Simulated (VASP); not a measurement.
A convergence study with VASP on LiBr: one setting is varied, all else stays as given below, so the limit is that of these other settings.

```
LiBr
1.0
    3.87742     0.00000     0.00000
   -3.87742     3.87742     0.00000
    0.00000     0.00000    22.22531
Br Li
4 4
Cartesian
  0.00000   0.00000   6.99999
 -1.93871   1.93871   9.74180
  0.00000   0.00000  12.48351
 -1.93871   1.93871  15.22531
  0.00000   0.00000   9.74180
 -1.93871   1.93871   6.99999
  0.00000   0.00000  15.22531
 -1.93871   1.93871  12.48351
```

The numbers are results of PBEsol GGA, VASP's PBE PAW potentials (set 64) (plane waves; VASP 6.6.1), not measurements. The tightest run used: 400 eV cut-off, 22×22×1 Γ-centred mesh, Fermi-Dirac smearing of 0.020 eV, potentials Br Li_sv.

Gaps are read on the run's mesh, which can miss a band edge.

| setting | E (eV/atom) | gap on the mesh (eV) | irreducible k-points |
|---|---|---|---|
| 2×2×1 mesh | -3.3266 | 4.655 | 3 |
| 3×3×1 mesh | -3.4302 | 4.687 | 3 |
| 4×4×1 mesh | -3.4421 | 4.681 | 6 |

Task: These are the cheaper rows. Estimate the results at 22×22×1 mesh, and how far the last row shown lies from them.

Result: 
| quantity | tightest run | last row shown is off by |
|---|---|---|
| E (eV/atom) | -3.4444 | 0.0023 |
| gap on the mesh (eV) | 4.684 | -0.004 |

Left out are rungs that failed or repeat a setting and relaxations that didn't move; long series are thinned to 24 rows.

The cell is a sheet or thin cut with vacuum, built from a generated structure.
